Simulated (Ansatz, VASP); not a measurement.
**CsAg3O2 in VASP and in Ansatz**

```
Cs Ag O
1.0
     5.85153    0.00000    0.00000
    -2.92577    5.06758    0.00000
     0.00000    0.00000    4.43595
Cs Ag O
1 3 2
Direct
  0.00000 0.00000 0.00000
  0.00000 0.50000 0.50000
  0.50000 0.50000 0.50000
  0.50000 0.00000 0.50000
  0.66667 0.33333 0.00000
  0.33333 0.66667 0.00000
```

Change from the starting cell: species swapped into the TbAl3Cu2 type (P6/mmm, No. 191).

Alike in both runs: task relaxation of cell and atoms; functional PBE; k mesh 3 × 3 × 4; occupations gaussian, width 0.1 eV; no spin polarisation.

|  | VASP | Ansatz |
| --- | --- | --- |
| version | VASP 6.6.1 | Ansatz 0.2.0 |
| potentials or method | VASP PAW PBE potentials, release 64 (Cs_sv, Ag, O) | scalar-relativistic, plane waves, PAW |
| plane-wave cutoff (eV) | 600 | 420 |
| valence electrons in the cell | 54 | 78 |

Ansatz gave:

- relaxed volume (Å³/atom): 18.38
- relaxed cell length with the largest relative difference (Å): 6.002
- energy change over the relaxation (meV/atom): -240

Task: What did VASP give for the same quantities?

Result: Relaxed volume (Å³/atom): 18.41; relaxed cell length with the largest relative difference (Å): 6.009; energy change over the relaxation (meV/atom): -241.

The two sets of potentials don't hold the same shells in valence.

Caveats: the volume moved by over 15 % at a fixed basis, so the end points are rough (VASP).
